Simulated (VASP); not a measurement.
Calculation: revTPSS meta-GGA, VASP's PBE PAW potentials (set 64) (plane waves; VASP).

VASP ran on this input.

### KPOINTS
```
Automatic
0
Gamma
8 8 8
0 0 0
```

### POSCAR
```
SrVO3
1
    3.8472552581     0.0000000000     0.0000000000
    0.0000000000     3.8472552581     0.0000000000
    0.0000000000     0.0000000000     3.8472552581
Sr V O
1 1 3
Direct
  0.0000000000   0.0000000000   0.0000000000
  0.5000000000   0.5000000000   0.5000000000
  0.5000000000   0.0000000000   0.5000000000
  0.0000000000   0.5000000000   0.5000000000
  0.5000000000   0.5000000000   0.0000000000
```

### INCAR
```
ENCUT = 520   ! plane-wave cut-off (eV)
SIGMA = 0.1   ! width (eV)
ISMEAR = 1   ! Methfessel-Paxton
LREAL = .FALSE.
METAGGA = RTPSS
SYSTEM = SrVO3
LASPH = .TRUE.   ! aspherical one-centre terms
LMAXMIX = 4
NELM = 100   ! most electronic steps
LWAVE = .FALSE.
EDIFF = 1E-7   ! SCF stop (eV)
LMIXTAU = .TRUE.
ISIF = 2
ALGO = Normal
LCHARG = .FALSE.
PREC = Accurate
```

POTCAR, in this order: Sr_sv V_sv O (PBE.64 set). Program: vasp_std.

What VASP printed:

OUTCAR:
```
 ion  position               nearest neighbor table
   1  0.000  0.000  0.000-   3 2.72   4 2.72   5 2.72   3 2.72   4 2.72   4 2.72   5 2.72   4 2.72
                             3 2.72   5 2.72   3 2.72   5 2.72   2 3.33   2 3.33   2 3.33   2 3.33
   2  0.500  0.500  0.500-   3 1.92   4 1.92   5 1.92   5 1.92   3 1.92   4 1.92   1 3.33   1 3.33
                             1 3.33   1 3.33   1 3.33   1 3.33   1 3.33   1 3.33
   3  0.500  0.000  0.500-   2 1.92   2 1.92   1 2.72   1 2.72   1 2.72   1 2.72
   4  0.000  0.500  0.500-   2 1.92   2 1.92   1 2.72   1 2.72   1 2.72   1 2.72
   5  0.500  0.500  0.000-   2 1.92   2 1.92   1 2.72   1 2.72   1 2.72   1 2.72
  LATTYP: Found a simple cubic cell.
 ALAT       =     3.8472552581
 Subroutine PRICEL returns:
 Original cell was already a primitive cell.
 Subroutine GETGRP returns: Found 48 space group operations
The static configuration has the point symmetry O_h .
The dynamic configuration has the point symmetry O_h .
 Subroutine INISYM returns: Found 48 space group operations
 Subroutine IBZKPT returns following result:
 Found     35 irreducible k-points:

 Following reciprocal coordinates:
            Coordinates               Weight
  0.000000  0.000000  0.000000      1.000000
  0.125000  0.000000  0.000000      6.000000
  0.250000  0.000000  0.000000      6.000000
  0.375000  0.000000  0.000000      6.000000
...
```

**OSZICAR**
```
       N       E                     dE             d eps       ncg     rms          rms(c)
DAV:   1     0.521020387693E+03    0.52102E+03   -0.27581E+04  2528   0.242E+03
DAV:   2     0.542749715322E+02   -0.46675E+03   -0.46120E+03  2104   0.641E+02
DAV:   3    -0.628959614950E+01   -0.60565E+02   -0.58872E+02  2864   0.255E+02
DAV:   4    -0.987564433543E+01   -0.35860E+01   -0.35417E+01  2608   0.690E+01
DAV:   5    -0.100633786888E+02   -0.18773E+00   -0.18742E+00  2832   0.137E+01    0.109E+02
DAV:   6    -0.357173657352E+02   -0.25654E+02   -0.34016E+02  2240   0.195E+02    0.359E+01
DAV:   7    -0.334230054497E+02    0.22944E+01   -0.27814E+01  2040   0.469E+01    0.182E+01
DAV:   8    -0.338792784106E+02   -0.45627E+00   -0.57738E+00  1824   0.241E+01    0.146E+01
DAV:   9    -0.334105637734E+02    0.46871E+00   -0.22157E+00  1872   0.942E+00    0.640E+00
DAV:  10    -0.334355178414E+02   -0.24954E-01   -0.30121E-01  2008   0.555E+00    0.420E+00
DAV:  11    -0.333434457338E+02    0.92072E-01   -0.42999E-01  1808   0.572E+00    0.297E-01
DAV:  12    -0.334512625709E+02   -0.10782E+00   -0.95192E-02  1688   0.332E+00    0.556E-01
DAV:  13    -0.334691310197E+02   -0.17868E-01   -0.11984E-02  1824   0.113E+00    0.290E-01
DAV:  14    -0.334694930485E+02   -0.36203E-03   -0.16021E-03  2104   0.275E-01    0.117E-01
DAV:  15    -0.334697285570E+02   -0.23551E-03   -0.32192E-04  1976   0.173E-01    0.550E-02
DAV:  16    -0.334695772012E+02    0.15136E-03   -0.28819E-04  1928   0.138E-01    0.183E-02
DAV:  17    -0.334697128493E+02   -0.13565E-03   -0.67950E-05  2072   0.911E-02    0.744E-03
DAV:  18    -0.334697172365E+02   -0.43872E-05   -0.37788E-06  1992   0.174E-02    0.379E-03
DAV:  19    -0.334697149482E+02    0.22883E-05   -0.18222E-06  2024   0.139E-02    0.283E-03
DAV:  20    -0.334697179992E+02   -0.30510E-05   -0.99370E-07  1776   0.115E-02    0.132E-03
DAV:  21    -0.334697181612E+02   -0.16197E-06   -0.81545E-08   896   0.282E-03    0.106E-03
DAV:  22    -0.334697180881E+02    0.73100E-07   -0.16132E-08   872   0.106E-03
   1 F= -.33469718E+02 E0= -.33468904E+02  d E =-.244113E-02
```

**OUTCAR**
```
------------------------ aborting loop because EDIFF is reached ----------------------------------------
  FORCE on cell =-STRESS in cart. coord.  units (eV):
  Direction    XX          YY          ZZ          XY          YZ          ZX
  --------------------------------------------------------------------------------------
  Total        0.0343524      0.0343524      0.0343524     -0.0000000     -0.0000000      0.0000000
  in kB        0.9665295      0.9665295      0.9665295     -0.0000000     -0.0000000      0.0000000
  external PRESSURE =       0.9665295 kB  Pullay stress =       0.0000000 kB
  volume of cell :       56.94
      direct lattice vectors                 reciprocal lattice vectors
     3.847255258  0.000000000  0.000000000     0.259925566  0.000000000  0.000000000
     0.000000000  3.847255258  0.000000000     0.000000000  0.259925566  0.000000000
     0.000000000  0.000000000  3.847255258     0.000000000  0.000000000  0.259925566
 POSITION                                       TOTAL-FORCE (eV/Angst)
 -----------------------------------------------------------------------------------
      0.00000      0.00000      0.00000         0.000000      0.000000      0.000000
      1.92363      1.92363      1.92363         0.000000      0.000000      0.000000
      1.92363      0.00000      1.92363         0.000000      0.000000      0.000000
      0.00000      1.92363      1.92363         0.000000      0.000000      0.000000
      1.92363      1.92363      0.00000         0.000000      0.000000      0.000000
 -----------------------------------------------------------------------------------
    total drift:                                0.000000      0.000000     -0.000000
  FREE ENERGIE OF THE ION-ELECTRON SYSTEM (eV)
  ---------------------------------------------------
  free  energy   TOTEN  =       -33.4697180881 eV

  energy  without entropy=      -33.4672769592  energy(sigma->0) =      -33.46890438
```
(Selected blocks of OUTCAR.)

### OUTCAR
```
 val. band max:        6.3027205444   @ k =   0.2500   0.2500   0.0000

 cond. band min:       6.3655302532   @ k =   0.2500   0.0000   0.0000


 Fermi energy:         6.3551091148

 k-point     1 :       0.0000    0.0000    0.0000
  band No.  band energies     occupation
      1     -60.8457      2.00000
      2     -34.0745      2.00000
      3     -34.0745      2.00000
      4     -34.0745      2.00000
      5     -28.8215      2.00000
      6     -14.2793      2.00000
      7     -13.0982      2.00000
      8     -13.0982      2.00000
      9     -10.5899      2.00000
     10     -10.5899      2.00000
     11     -10.5899      2.00000
     12       0.8859      2.00000
     13       0.8859      2.00000
     14       0.8859      2.00000
     15       2.8670      2.00000
     16       2.8670      2.00000
     17       2.8670      2.00000
     18       3.7447      2.00000
     19       3.7447      2.00000
     20       3.7447      2.00000
     21       5.2378      2.00000
     22       5.2378      2.00000
     23       5.2378      2.00000
     24       7.5942     -0.00000

 k-point     2 :       0.1250    0.0000    0.0000
  band No.  band energies     occupation
      1     -60.8455      2.00000
      2     -34.0799      2.00000
      3     -34.0741      2.00000
      4     -34.0741      2.00000
      5     -28.8167      2.00000
      6     -14.2738      2.00000
      7     -13.1172      2.00000
      8     -13.0915      2.00000
      9     -10.5808      2.00000
     10     -10.5808      2.00000
     11     -10.4969      2.00000
     12       0.6750      2.00000
     13       0.8771      2.00000
     14       0.8771      2.00000
     15       2.6174      2.00000
     16       2.6174      2.00000
     17       2.7146      2.00000
     18       3.2381      2.00000
     19       3.6143      2.00000
     20       3.6143      2.00000
     21       5.2559      2.00000
     22       5.6389      2.00000
     23       5.6389      2.00000
     24       7.5974     -0.00000
...
```

The compound is SrVO3 in the cubic perovskite structure. It was relaxed first. The run is not spin-polarised, so no magnetic state was tried. The electron count is odd and the run is not spin-polarised, which forces a metal.
